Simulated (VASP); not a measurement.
An input for Quantum ESPRESSO's pw.x (written as the equivalent of a VASP run, and not itself run):

```
&CONTROL
  calculation = 'scf'
  pseudo_dir = './pseudo'
  outdir = './out'
  tprnfor = .true.
  tstress = .true.
/
&SYSTEM
  ibrav = 0
  nat = 2
  ntyp = 2
  ecutwfc = 82
  occupations = 'tetrahedra'
  input_dft = 'vdw-df-obk8'
/
&ELECTRONS
  conv_thr = 7.3e-09
  electron_maxstep = 100
/
ATOMIC_SPECIES
  Hf 178.490 Hf.upf
  C 12.011 C.upf
CELL_PARAMETERS angstrom
     0.0000000    2.3240012    2.3240012
     2.3240012    0.0000000    2.3240012
     2.3240012    2.3240012   -0.0000000
ATOMIC_POSITIONS crystal
  Hf   0.0000000  0.0000000  0.0000000
  C    0.5000000  0.5000000  0.5000000
K_POINTS automatic
  15 15 15 0 0 0
```

Task: Write the VASP files for the same calculation (optB88-vdW).

Result: Several could match; the one computed here: 
KPOINTS:
```
Automatic mesh
0
Gamma
15 15 15
0 0 0
```

**POSCAR**
```
HfC
1.0
  0.0000000000   2.3240012021   2.3240012021
  2.3240012021   0.0000000000   2.3240012021
  2.3240012021   2.3240012021   0.0000000000
Hf C
1 1
Cartesian
  0.0000000000   0.0000000000   0.0000000000
  2.3240012021   2.3240012021   2.3240012021
```

**INCAR**
```
AGGAC  =  0.0
ALGO  =  Normal
EDIFF  =  1E-7
ENCUT  =  520
GGA  =  BO
ISIF  =  2
ISMEAR  =  -5
LASPH  =  .TRUE.
LCHARG  =  .TRUE.
LMAXMIX  =  6
LORBIT  =  11
LREAL  =  .FALSE.
LUSE_VDW  =  .TRUE.
LWAVE  =  .FALSE.
NEDOS  =  601
NELM  =  100
PARAM1  =  0.1833333333
PARAM2  =  0.22
PREC  =  Accurate
SYSTEM  =  HfC
```

POTCAR, in this order: Hf_pv C (PBE.64 set). Program: vasp_std.

Limits of the translation: the potentials are each code's own (VASP's PAW set, PseudoDojo norm-conserving files in pw.x), so ENCUT and ecutwfc are chosen apart and not converted; conv_thr bounds pw.x's estimated SCF error, while EDIFF bounds the energy change between steps.

The compound is HfC in the rock salt structure. It was relaxed first.
